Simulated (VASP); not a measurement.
# Be2N: relaxation of cell and atoms with PBE

Crystal: Be2N.

```
Be N
1.0
    -2.15068    2.15068    3.39173
     2.15068   -2.15068    3.39173
     2.15068    2.15068   -3.39173
Be N
4 2
Direct
  0.99838 0.62500 0.87338
  0.37500 0.24838 0.37338
  0.75162 0.12500 0.12662
  0.87500 0.00162 0.62662
  0.00000 0.00000 0.00000
  0.75000 0.25000 0.50000
```

The cell was built by a generator and needn't be a form met in nature.

The cell isn't the ideal one: species swapped into the SiO2 type (I-42d, No. 122).

```json
{"Program": "VASP 6.6.1", "Task": "relaxation of cell and atoms", "Functional": "PBE", "Potentials or basis": "VASP PAW PBE potentials, release 64 (Be, N)", "Cutoff": "600 eV", "k mesh": "6 × 6 × 6", "Occupations": "gaussian, width 0.1 eV", "Spin": "no spin polarisation", "Dipole correction": "no", "Further INCAR settings": "ALGO = Fast; EDIFF = 1e-07; IBRION = 2; EDIFFG = -0.04; NSW = 90; ISIF = 3"}
```

* Relaxed volume: 11.18 Å³/atom
* Relaxed cell: a = 4.974 Å, b = 4.974 Å, c = 4.974 Å, α = 131.75°, β = 131.75°, γ = 70.63°
* Space group after relaxing (to 0.05 Å): I-42d (No. 122)
* Energy gained by relaxing: 270.5 meV/atom
* Ionic steps: 20
* Pressure after relaxing: 0.1 GPa
* Largest force after relaxing: 0.014 eV/Å
* Band gap on the k mesh: none (metal or under the smearing width)

Forces in eV/Å, atoms in the order of the input:
```
Be   0.000  0.014  0.000
Be   0.014  0.000  0.000
Be   0.000 -0.014  0.000
Be  -0.014  0.000  0.000
N    0.000  0.000  0.000
N    0.000  0.000  0.000
```

Stress tensor (GPa, compression positive):
```
0.02 0.00 0.00
0.00 0.02 0.00
0.00 0.00 0.40
```

Step by step:
```tsv
step	energy change (eV)	largest force (eV/Å)	pressure (GPa)	volume (Å³)
1	0.0000	2.3633	33.06	62.75
2	-1.0464	1.0543	-11.41	84.46
3	-1.4856	0.0007	-0.43	75.72
4	-1.4857	0.0384	0.03	75.44
5	-1.4958	0.0481	0.03	75.37
6	-1.5230	0.0765	0.00	75.10
7	-1.5610	0.1468	-0.16	74.43
8	-1.5231	0.3716	-0.87	72.54
9	-1.5676	0.2009	-0.24	74.02
10	-1.5839	0.0611	-1.42	73.37
11	-1.5888	0.0753	-2.56	72.75
12	-1.5938	0.0753	-2.38	72.26
13	-1.6063	0.0750	-1.85	70.81
14	-1.6197	0.0739	-0.61	67.95
15	-1.6205	0.0735	-0.29	67.20
16	-1.6205	0.0739	-0.21	67.05
17	-1.6215	0.0440	0.00	67.01
18	-1.6223	0.0060	0.35	66.94
19	-1.6224	0.0195	0.44	66.92
20	-1.6231	0.0144	0.14	67.10
```

Final structure:
```
CELL_PARAMETERS angstrom
-2.03309 2.03309 4.05844
2.03309 -2.03309 4.05844
2.03309 2.03309 -4.05844
ATOMIC_POSITIONS crystal
Be 0.04753 0.62500 0.92253
Be 0.37500 0.29753 0.42253
Be 0.70247 0.12500 0.07747
Be 0.87500 0.95247 0.57747
N 0.00000 0.00000 0.00000
N 0.75000 0.25000 0.50000
```

Levels at points of the mesh, in eV from the Fermi level:
```tsv
k point	band 7	band 8	band 9	band 10	band 11	band 12
(0.00, 0.00, 0.00)	-3.88	-3.88	-2.84	0.21	2.06	4.60
(0.50, 0.00, 0.00)	-4.17	-3.99	0.09	0.30	1.81	3.89
(0.50, 0.50, 0.00)	-3.74	-3.74	-0.12	-0.12	3.90	3.90
(0.50, 0.50, 0.50)	-4.03	-4.03	-1.26	-1.26	4.45	4.45
```

Run time: 4.4 min on 1 thread of Intel(R) Xeon(R) Platinum 8559C (Emerald Rapids) (shared host), peak memory 0.21 GiB.
